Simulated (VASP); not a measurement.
```xyz
3
Lattice="0.0000 3.5149 3.5149 3.5149 0.0000 3.5149 3.5149 3.5149 0.0000" Properties=species:S:1:pos:R:3 pbc="T T T"
Sr     0.0000     0.0000     0.0000
Cl     1.7574     1.7574     1.7574
Cl     5.2723     5.2723     5.2723
```

Method: rev-vdW-DF2, VASP's PBE PAW potentials (set 64) (plane waves; VASP). Settings: 520 eV cut-off, 6×6×6 Γ-centred mesh, Gaussian smearing of 0.050 eV, potentials Sr_sv Cl.

### Question
Give the stress tensor in GPa (positive for a compressed cell).

### Answer

```
-1.05   0.00   0.00
 0.00  -1.05   0.00
 0.00   0.00  -1.05
```
The pressure is its mean diagonal, -1.05 GPa.

The compound is SrCl2 in the fluorite structure. This cell is one point of a volume scan, at 1.03 of the reference volume.
